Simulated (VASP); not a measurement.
LiSe2:

```
Li Se
1.0
     4.03382    0.00000    0.00000
    -2.01691    3.49339    0.00000
     0.00000    0.00000    3.95622
Li Se
1 2
Direct
  0.00000 0.00000 0.50000
  0.33333 0.66667 0.76643
  0.66667 0.33333 0.23357
```

The cell was built by a generator and needn't be a form met in nature.

```yaml
Program: VASP 6.6.1
Task: relaxation of cell and atoms
Functional: PBE
Potentials_or_basis: VASP PAW PBE potentials, release 64 (Li_sv, Se)
Cutoff: 600 eV
k_mesh: 8 × 8 × 7
Occupations: gaussian, width 0.05 eV
Spin: no spin polarisation
```

At the start: pressure 2.9 GPa; volume 18.58 Å³/atom.

Where does the relaxation end?

Over 6 steps the energy falls by 11.3 meV/atom and the volume is 19.68 Å³/atom (+5.9 %); space group P-3m1 (No. 164, to 0.05 Å).

The path:
| step | energy change (eV) | largest force (eV/Å) | pressure (GPa) | volume (Å³) |
| --- | --- | --- | --- | --- |
| 1 | 0.0000 | 0.0162 | 2.91 | 55.75 |
| 2 | -0.0288 | 0.0030 | 0.35 | 58.52 |
| 3 | -0.0295 | 0.0057 | -0.11 | 59.11 |
| 4 | -0.0295 | 0.0053 | -0.06 | 59.04 |
| 5 | -0.0312 | 0.0065 | -0.05 | 59.04 |
| 6 | -0.0340 | 0.0171 | -0.07 | 59.03 |

Final structure:
```yaml
crystal:
  lattice:
    - [4.15883, -0.00004, 0.00001]
    - [-2.07945, 3.60164, -0.00001]
    - [0.00001, 0.00000, 3.94078]
  atoms:
    - { symbol: Li, position: [0.00000, 0.00000, 0.50000] }
    - { symbol: Se, position: [0.33333, 0.66667, 0.76642] }
    - { symbol: Se, position: [0.66667, 0.33333, 0.23358] }
```

Caveat: the cutoff is under 1.25 times the usual one of these potentials, so pressure, stress and relaxed cells hold a basis-set (Pulay) error.
